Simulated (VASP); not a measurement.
# CuTe (Pmmn) in VASP: single point with LDA

Aim: the single point of CuTe with LDA.

Program: VASP 6.6.1. These are calculated values, not measurements. Logs are shortened: lines on timing, memory, paths and dates and some standing lists are left out, and cuts for length are marked.

### Step 1. The cell of the first run

The structure is orthorhombic, space group Pmmn (No. 59). The conventional cell has a = 3.211 Å, b = 3.859 Å, c = 6.867 Å, α = 90.00°, β = 90.00°, γ = 90.00°. Cu (site symmetry mm2) is surrounded by 4 Cu at 2.55 Å and 4 Te at 2.55 to 2.66 Å. Around Te (site symmetry mm2) lie 4 Cu at 2.55 to 2.66 Å.

### Step 2. Single point, LDA (relaxed again under DFT LDA, scalar-relativistic, plane waves, PAW)

INCAR

```
PREC     = Accurate       # precision mode
ENCUT    = 520            # plane-wave cutoff, eV
EDIFF    = 1E-6           # SCF threshold, eV
ISMEAR   = 0              # smearing method
SIGMA    = 0.1            # smearing width, eV
LREAL    = F              # projectors in reciprocal space
LASPH    = T              # aspherical terms in the spheres
NELM     = 100            # most SCF steps
ALGO     = Fast           # electronic algorithm
ISIF     = 2              # what is computed and relaxed
LWAVE    = F              # write WAVECAR
LCHARG   = T              # write CHGCAR
GGA      = CA             # functional
LELF     = T              # ELF
LVHAR    = T            
NBANDS   = 25             # bands
```

KPOINTS

```
regular mesh
0
Gamma
  14 10 6
```

POSCAR

```
CuTe
1.0
    3.2114445667      0.0000000000      0.0000000000
    0.0000000000      3.8585364178      0.0000000000
    0.0000000000      0.0000000000      6.8665298842
Cu Te
2 2
Direct
    0.0000000000      0.5000000000      0.4674741883
    0.5000000000      0.0000000000      0.5325258117
    0.0000000000      0.0000000000      0.2240157032
    0.5000000000      0.5000000000      0.7759842968
```

Potentials or basis: VASP PAW LDA potentials, release 64 (Cu, Te).

On the command line:

```
$ cat potpaw_LDA.64/Cu/POTCAR potpaw_LDA.64/Te/POTCAR > POTCAR
$ mpirun -np 1 vasp_std > vasp.out
```

OUTCAR:

```text
PREC = Accurate
   ENCUT = 520
   EDIFF = 1E-6
   ISMEAR = 0
   LREAL = F
   LASPH = T
   NELM = 100
   ISIF = 2
   GGA = CA

 ion  position               nearest neighbor table
   1  0.000  0.500  0.467-   2 2.55   2 2.55   2 2.55   2 2.55   3 2.55   3 2.55   4 2.66   4 2.66

   2  0.500  0.000  0.533-   1 2.55   1 2.55   1 2.55   1 2.55   4 2.55   4 2.55   3 2.66   3 2.66

   3  0.000  0.000  0.224-   1 2.55   1 2.55   2 2.66   2 2.66
   4  0.500  0.500  0.776-   2 2.55   2 2.55   1 2.66   1 2.66

  LATTYP: Found a simple orthorhombic cell.
 ALAT       =     3.2114445667
 B/A-ratio  =     1.2014955693
 C/A-ratio  =     2.1381436738

  Lattice vectors:

 A1 = (   3.2114445667,   0.0000000000,   0.0000000000)
 A2 = (   0.0000000000,   3.8585364178,   0.0000000000)
 A3 = (   0.0000000000,   0.0000000000,   6.8665298842)

Analysis of symmetry for initial positions (statically):
=====================================================================
 Subroutine PRICEL returns:
 Original cell was already a primitive cell.

 Routine SETGRP: Setting up the symmetry group for a
 simple orthorhombic supercell.

 Subroutine GETGRP returns: Found  8 space group operations
 (whereof  4 operations were pure point group operations)
 out of a pool of  8 trial point group operations.

The static configuration has the point symmetry C_2v.
 The point group associated with its full space group is D_2h.

Analysis of symmetry for dynamics (positions and initial velocities):
=====================================================================
 Subroutine PRICEL returns:
 Original cell was already a primitive cell.

 Routine SETGRP: Setting up the symmetry group for a
 simple orthorhombic supercell.

 Subroutine GETGRP returns: Found  8 space group operations
 (whereof  4 operations were pure point group operations)
 out of a pool of  8 trial point group operations.

The dynamic configuration has the point symmetry C_2v.
 The point group associated with its full space group is D_2h.

 Subroutine INISYM returns: Found  8 space group operations
 (whereof  4 operations are pure point group operations),
 and found     1 'primitive' translations

----------------------------------------------------------------------------------------

                                     Primitive cell

  volume of cell :      85.0864

  direct lattice vectors                    reciprocal lattice vectors
     3.211444567  0.000000000  0.000000000     0.311386349  0.000000000  0.000000000
     0.000000000  3.858536418  0.000000000     0.000000000  0.259165624  0.000000000
     0.000000000  0.000000000  6.866529884     0.000000000  0.000000000  0.145633969

  length of vectors
     3.211444567  3.858536418  6.866529884     0.311386349  0.259165624  0.145633969

  position of ions in fractional coordinates (direct lattice)
     0.000000000  0.500000000  0.467474188
     0.500000000  0.000000000  0.532525812
     0.000000000  0.000000000  0.224015703
     0.500000000  0.500000000  0.775984297

  ion indices of the primitive-cell ions
   primitive index   ion index
                 1           1
                 2           2
                 3           3
                 4           4

----------------------------------------------------------------------------------------

 KPOINTS: regular mesh

Automatic generation of k-mesh.
 Grid dimensions read from file:
 generate k-points for:   14   10    6

 Generating k-lattice:

  Cartesian coordinates                     Fractional coordinates (reciprocal lattice)
     0.022241882  0.000000000  0.000000000     0.071428571  0.000000000  0.000000000
     0.000000000  0.025916562  0.000000000     0.000000000  0.100000000  0.000000000
     0.000000000  0.000000000  0.024272328     0.000000000  0.000000000  0.166666667

  Length of vectors
     0.022241882  0.025916562  0.024272328

  Shift w.r.t. Gamma in fractional coordinates (k-lattice)
     0.000000000  0.000000000  0.000000000

 Subroutine IBZKPT returns following result:
 ===========================================

 Found    192 irreducible k-points:

 Following reciprocal coordinates:
            Coordinates               Weight
  0.000000  0.000000  0.000000      1.000000
  0.071429  0.000000  0.000000      2.000000
  0.142857  0.000000  0.000000      2.000000
  0.214286  0.000000  0.000000      2.000000
  0.285714  0.000000  0.000000      2.000000
  0.357143  0.000000  0.000000      2.000000
[... 16 lines left out ...]
  0.428571  0.200000  0.000000      4.000000
  0.500000  0.200000  0.000000      2.000000
 [... further k-points ...]
   k-points           NKPTS =    192   k-points in BZ     NKDIM =    192   number of bands    NBANDS=     25
   number of dos      NEDOS =    301   number of ions     NIONS =      4
   total plane-waves  NPLWV =  38880
   dimension x,y,z NGX =    24 NGY =   30 NGZ =   54
   dimension x,y,z NGXF=    48 NGYF=   60 NGZF=  108
   ions per type =               2   2
   NGX,Y,Z   is equivalent  to a cutoff of  12.42, 12.93, 13.07 a.u.
   NGXF,Y,Z  is equivalent  to a cutoff of  24.85, 25.85, 26.15 a.u.
 SYSTEM =  unknown system
   PREC   = accura    normal or accurate (medium, high low for compatibility)
   ISTART =      0    job   : 0-new  1-cont  2-samecut
   ICHARG =      2    charge: 1-file 2-atom 10-const
   ISPIN  =      1    spin polarized calculation?
   LNONCOLLINEAR =      F non collinear calculations
   LSORBIT =      F    spin-orbit coupling
   LASPH  =      T    aspherical Exc in radial PAW
   ENCUT  =  520.0 eV  38.22 Ry    6.18 a.u.   5.97  7.17 12.77*2*pi/ulx,y,z
   NELM   =    100;   NELMIN=  2; NELMDL= -5     # of ELM steps
   EDIFF  = 0.1E-05   stopping-criterion for ELM
   LREAL  =      F    real-space projection
   EDIFFG = 0.1E-04   stopping-criterion for IOM
   NSW    =      0    number of steps for IOM
   IBRION =     -1    ionic relax: 0-MD 1-quasi-New 2-CG
   NFREE  =      0    steps in history (QN), initial steepest desc. (CG)
   ISIF   =      2    stress and relaxation
   ISYM   =      2    0-nonsym 1-usesym 2-fastsym
   POTIM  = 0.5000    time-step for ionic-motion
   TEBEG  =    0.0;   TEEND  =   0.0 temperature during run
   PSTRESS=    0.0 pullay stress
   NELECT =      34.0000    total number of electrons
   NUPDOWN=      -1.0000    fix difference up-down
   EMIN   =  10.00;   EMAX   =-10.00  energy-range for DOS
   EFERMI =   0.00;   METHOD = LEGACY
   ISMEAR =     0;   SIGMA  =   0.10  broadening in eV -4-tet -1-fermi 0-gaus
   EFERMI_NEDOS =   21; number of points for ismear=-14 and -15
   IALGO  =     68    algorithm
   IMIX   =      4    mixing-type and parameters
     AMIX     =   0.40;   BMIX     =  1.00
     AMIX_MAG =   1.60;   BMIX_MAG =  1.00
  volume/ion in A,a.u.               =      21.27       143.55
  Fermi-wavevector in a.u.,A,eV,Ry     =   1.205816  2.278662 19.782763  1.453992
  Thomas-Fermi vector in A             =   2.341501
   LORBIT       =      0    0 simple, 1 ext, 2 COOP (PROOUT), +10 PAW based schemes
   GGA     = CA    functional components
   LHFCALC =     F    Hartree Fock is set to
   AEXX    =    0.0000 exact exchange contribution
   IVDW    =     0    specifies the selected vdW correction
   LEPSILON=     F    determine dielectric tensor
   LRPA    =     F    only Hartree local field effects (RPA)
 non-spin polarized calculation
 RMM-DIIS sequential band-by-band and
 Gauss-broadening in eV      SIGMA  =   0.10
  energy-cutoff  :      520.00
  volume of cell :       85.09
 maximum number of plane-waves:      2320
 NGX is ok and might be reduce to    24
   NGX = 11   NGY = 15   NGZ = 25

 number of electron      34.0000018 magnetization

 Free energy of the ion-electron system (eV)
  ---------------------------------------------------
  ext. energy  EPLUGINS =         0.00000000
  ---------------------------------------------------
  free energy    TOTEN  =       -17.21445711 eV

  energy without entropy =      -17.20693532  energy(sigma->0) =      -17.21069622

 E-fermi :   6.9491     XC(G=0): -10.6110

 val. band max:        6.9434775773   @ k =   0.0000   0.1000   0.1667
 cond. band min:       6.9502893800   @ k =   0.4286   0.1000   0.1667
 fundamental gap:      0.0068118027
 Fermi energy:         6.9491171915

 k-point     1 :       0.0000    0.0000    0.0000
  band No.  band energies     occupation
      1      -6.4045      2.00000
      2      -5.2351      2.00000
      3       0.0519      2.00000
      4       2.3239      2.00000
      5       2.5315      2.00000
      6       3.0192      2.00000
[... 17 lines left out ...]
     24      14.9309      0.00000
     25      14.9726      0.00000

 k-point     2 :       0.0714    0.0000    0.0000
  band No.  band energies     occupation
      1      -6.3397      2.00000
      2      -5.1806      2.00000
      3       0.1210      2.00000
      4       2.3446      2.00000
      5       2.5521      2.00000
      6       3.0283      2.00000
[... 17 lines left out ...]
     24      14.3204      0.00000
     25      14.9503      0.00000

 k-point     3 :       0.1429    0.0000    0.0000
  band No.  band energies     occupation
      1      -6.1477      2.00000
      2      -5.0212      2.00000
      3       0.3251      2.00000
      4       2.3979      2.00000
      5       2.6107      2.00000
      6       3.0572      2.00000
[... 17 lines left out ...]
     24      15.0302      0.00000
     25      15.9811      0.00000

 k-point     4 :       0.2143    0.0000    0.0000
  band No.  band energies     occupation
      1      -5.8366      2.00000
      2      -4.7724      2.00000
      3       0.6528      2.00000
      4       2.4509      2.00000
      5       2.6992      2.00000
      6       3.0517      2.00000
[... 17 lines left out ...]
     24      15.3787      0.00000
     25      16.5981      0.00000
[... 477 lines left out ...]
 k-point    22 :       0.3571    0.2000    0.0000
  band No.  band energies     occupation
      1      -4.7120      2.00000
      2      -4.0493      2.00000
      3       1.7783      2.00000
      4       1.8290      2.00000
      5       1.9493      2.00000
      6       2.8338      2.00000
[... 17 lines left out ...]
     24      14.3195      0.00000
     25      14.5947      0.00000

 k-point    23 :       0.4286    0.2000    0.0000
  band No.  band energies     occupation
      1      -4.2546      2.00000
      2      -3.8654      2.00000
      3       1.2604      2.00000
      4       1.4283      2.00000
      5       2.2558      2.00000
      6       2.7224      2.00000
[... 17 lines left out ...]
     24      14.5736      0.00000
     25      14.7688      0.00000

 k-point    24 :       0.5000    0.2000    0.0000
  band No.  band energies     occupation
      1      -3.9312      2.00000
      2      -3.9312      2.00000
      3       1.1373      2.00000
      4       1.1373      2.00000
      5       2.5390      2.00000
      6       2.5390      2.00000
[... 17 lines left out ...]
     24      14.2757      0.00000
     25      14.8748      0.00000

 [... further k-points ...]
[... 5 lines left out ...]
  --------------------------------------------------------------------------------------
  -------------------------------------------------------------------------------------
  Total        0.5364259      0.6279832      0.6592157      0.0000000      0.0000000      0.0000000
  in kB       10.1008976     11.8249214     12.4130293      0.0000000      0.0000000      0.0000000
  external PRESSURE =      11.4462828 kB  Pullay stress =       0.0000000 kB

 VOLUME and BASIS-vectors are now :
 -----------------------------------------------------------------------------
  energy-cutoff  :      520.00
  volume of cell :       85.09
      direct lattice vectors                 reciprocal lattice vectors
     3.211444567  0.000000000  0.000000000     0.311386349  0.000000000  0.000000000
     0.000000000  3.858536418  0.000000000     0.000000000  0.259165624  0.000000000
     0.000000000  0.000000000  6.866529884     0.000000000  0.000000000  0.145633969

 POSITION                                       TOTAL-FORCE (eV/Angst)
 -----------------------------------------------------------------------------------
      0.00000      1.92927      3.20993         0.000000      0.000000     -0.003105
      1.60572      0.00000      3.65660         0.000000      0.000000      0.003105
      0.00000      0.00000      1.53821         0.000000      0.000000     -0.054751
      1.60572      1.92927      5.32832         0.000000      0.000000      0.054751
 -----------------------------------------------------------------------------------
    total drift:                                0.000000      0.000000     -0.000000

  FREE ENERGIE OF THE ION-ELECTRON SYSTEM (eV)
  ---------------------------------------------------
  free  energy   TOTEN  =       -17.2144571095 eV

  energy  without entropy=      -17.2069353245  energy(sigma->0) =      -17.21069622
```

Run time: 4.3 min. Hardware: 1 thread of AMD EPYC 9R45 (Zen 5), shared host; peak memory 0.41 GiB.

What came out:

```yaml
Free_energy: -17.2145 eV
Pressure: 1.1 GPa
Largest_force: 0.055 eV/Å
Band_gap_on_the_k_mesh: none (metal or under the smearing width)
```

Forces in eV/Å, atoms in the order of the input:
```
Cu   0.000  0.000 -0.003
Cu   0.000  0.000  0.003
Te   0.000  0.000 -0.055
Te   0.000  0.000  0.055
```

Stress tensor (GPa, compression positive):
```
1.01 0.00 0.00
0.00 1.18 0.00
0.00 0.00 1.24
```

The run has no spin-orbit coupling, so splittings on Te are missing.
